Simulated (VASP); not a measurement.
Input for VASP

File POSCAR:
```
C
1
    0.0000000000     1.8191700000     1.8191700000
    1.8191700000     0.0000000000     1.8191700000
    1.8191700000     1.8191700000     0.0000000000
C
2
Direct
  0.0000000000   0.0000000000   0.0000000000
  0.2500000000   0.2500000000   0.2500000000
```

### INCAR
```
SYSTEM = C
PREC = Accurate
ENCUT = 520
EDIFF = 1E-6
NELM = 100
ALGO = Normal
LREAL = .FALSE.
LASPH = .TRUE.
ISMEAR = 0
SIGMA = 0.05
GGA = PE
LWAVE = .FALSE.
LCHARG = .FALSE.
ISIF = 2
IBRION = 0
NSW = 3
TEBEG = 300
```

### KPOINTS
```
Automatic mesh
0
Gamma
9 9 9
0 0 0
```

POTCAR, in this order: C (PBE.64 set). Program: vasp_std.

Output

### standard output
```
 POSCAR found type information on POSCAR C
 POSCAR found :  1 types and       2 ions
 Reading from existing POTCAR

 -----------------------------------------------------------------------------
|                                                                             |
|     EEEEEEE  RRRRRR   RRRRRR   OOOOOOO  RRRRRR      ###     ###     ###     |
|     E        R     R  R     R  O     O  R     R     ###     ###     ###     |
|     E        R     R  R     R  O     O  R     R     ###     ###     ###     |
|     EEEEE    RRRRRR   RRRRRR   O     O  RRRRRR       #       #       #      |
|     E        R   R    R   R    O     O  R   R                               |
|     E        R    R   R    R   O     O  R    R      ###     ###     ###     |
|     EEEEEEE  R     R  R     R  OOOOOOO  R     R     ###     ###     ###     |
|                                                                             |
|     Fatal error! IBRION=0, but no entry for POTIM on file INCAR. MUST       |
|     be specified!                                                           |
|                                                                             |
|       ---->  I REFUSE TO CONTINUE WITH THIS SICK JOB ... BYE!!! <----       |
|                                                                             |
 -----------------------------------------------------------------------------
```

Q: Read input and log: which fault does this run have?
(A) EDIFFG is positive, so the stop tests the energy change and not the forces
(B) the mesh has unequal divisions along equivalent axes and breaks the lattice's symmetry
(C) EDIFF is too loose for the force threshold
(D) molecular dynamics (IBRION = 0) was asked for without POTIM

A: D, molecular dynamics (IBRION = 0) was asked for without POTIM. VASP stops with an error: Fatal error! IBRION=0, but no entry for POTIM on file INCAR. MUST be specified! ----> I REFUSE TO CONTINUE WITH THIS SICK JOB ... BYE!!! <----

To mend it, set POTIM to the time step in fs (1 to 2 fs suits most solids). The plain static run on this cell (PBE GGA, plane waves, VASP's PBE PAW potentials (set 64)) converges, and its OSZICAR ends with
```
   1 F= -.18142680E+02 E0= -.18142680E+02  d E =-.390227E-16
```

The compound is C in the diamond structure. The cell was not relaxed at this level.
